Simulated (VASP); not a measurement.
Mg2Cd3O5:

```xyz
20
Lattice="3.1830 0.0000 0.0000 0.0000 3.1830 0.0000 0.0000 0.0000 22.4800" Properties=species:S:1:pos:R:3 pbc="T T T"
Cd    0.0000    0.0000    0.0000
Cd    1.5915    1.5915    2.3600
Cd    0.0000    0.0000    4.7200
Cd    1.5915    1.5915    7.0800
Cd    0.0000    0.0000    9.4400
Cd    1.5915    1.5915   11.8000
Mg    0.0000    0.0000   14.0200
Mg    1.5915    1.5915   16.1000
Mg    0.0000    0.0000   18.1800
Mg    1.5915    1.5915   20.2600
O     1.5915    1.5915    0.0000
O     0.0000    0.0000    2.3600
O     1.5915    1.5915    4.7200
O     0.0000    0.0000    7.0800
O     1.5915    1.5915    9.4400
O     0.0000    0.0000   11.8000
O     1.5915    1.5915   14.0200
O     0.0000    0.0000   16.1000
O     1.5915    1.5915   18.1800
O     0.0000    0.0000   20.2600
```

The cell comes from a database or a generator and needn't be the stable form of this composition.

```yaml
Program: VASP 6.6.1
Task: relaxation of cell and atoms
Functional: PBEsol
Potentials_or_basis: VASP PAW PBE potentials, release 64 (Cd, Mg, O)
Cutoff: 600 eV
k_mesh: 8 × 8 × 1
Occupations: fermi-dirac, width 0.05 eV
Spin: no spin polarisation
```

At the start: pressure 5.5 GPa; volume 11.39 Å³/atom.

**Question.** Where does the relaxation end?

**Answer.** Over 20 steps the energy falls by 18.2 meV/atom and the volume is 11.78 Å³/atom (+3.4 %); space group P4/nmm (No. 129, to 0.05 Å).

The path:
| step | energy change (eV) | largest force (eV/Å) | pressure (GPa) | volume (Å³) |
| --- | --- | --- | --- | --- |
| 1 | 0.0000 | 1.1479 | 5.51 | 227.75 |
| 2 | -0.1756 | 0.4040 | -3.36 | 240.90 |
| 3 | -0.2244 | 0.4668 | -0.75 | 236.55 |
| 4 | -0.2600 | 0.3124 | -0.25 | 235.66 |
| 5 | -0.2788 | 0.3969 | 0.60 | 234.32 |
| 6 | -0.3029 | 0.2751 | 0.13 | 235.04 |
| 7 | -0.3116 | 0.2361 | -0.34 | 235.87 |
| 8 | -0.3352 | 0.1891 | -0.08 | 235.48 |
| 9 | -0.3404 | 0.2244 | 0.14 | 235.19 |
| 10 | -0.3551 | 0.1417 | 0.03 | 235.42 |
| 11 | -0.3568 | 0.1156 | -0.01 | 235.51 |
| 12 | -0.3614 | 0.0554 | -0.03 | 235.55 |
| 13 | -0.3619 | 0.1039 | -0.05 | 235.57 |
| 14 | -0.3641 | 0.0639 | 0.09 | 235.40 |
| 15 | -0.3642 | 0.0610 | 0.08 | 235.41 |
| 16 | -0.3646 | 0.0305 | -0.10 | 235.70 |
| 17 | -0.3646 | 0.0254 | -0.06 | 235.64 |
| 18 | -0.3648 | 0.0135 | 0.04 | 235.48 |
| 19 | -0.3648 | 0.0138 | 0.05 | 235.46 |
| 20 | -0.3648 | 0.0073 | -0.03 | 235.58 |

Final structure:
```xyz
20
Lattice="3.2216 0.0000 0.0000 0.0000 3.2216 0.0000 0.0000 0.0000 22.6987" Properties=species:S:1:pos:R:3 pbc="T T T"
Cd    0.0000    0.0000   22.6052
Cd    1.6108    1.6108    2.2965
Cd    0.0000    3.2216    4.7441
Cd    1.6108    1.6108    7.1707
Cd    0.0000    3.2216    9.6183
Cd    1.6108    1.6108   12.0083
Mg    0.0000    0.0000   14.2529
Mg    1.6108    1.6108   16.3048
Mg    0.0000    0.0000   18.3087
Mg    1.6108    1.6108   20.3606
O     1.6108    1.6108   22.5042
O     0.0000    0.0000    2.3104
O     1.6108    1.6108    4.7341
O     3.2216    3.2216    7.1807
O     1.6108    1.6108    9.6044
O     3.2216    3.2216   12.1093
O     1.6108    1.6108   14.2946
O     0.0000    0.0000   16.2901
O     1.6108    1.6108   18.3234
O     0.0000    0.0000   20.3189
```

Caveat: the PAW data sets were made with another functional, which shifts forces and pressure a little.
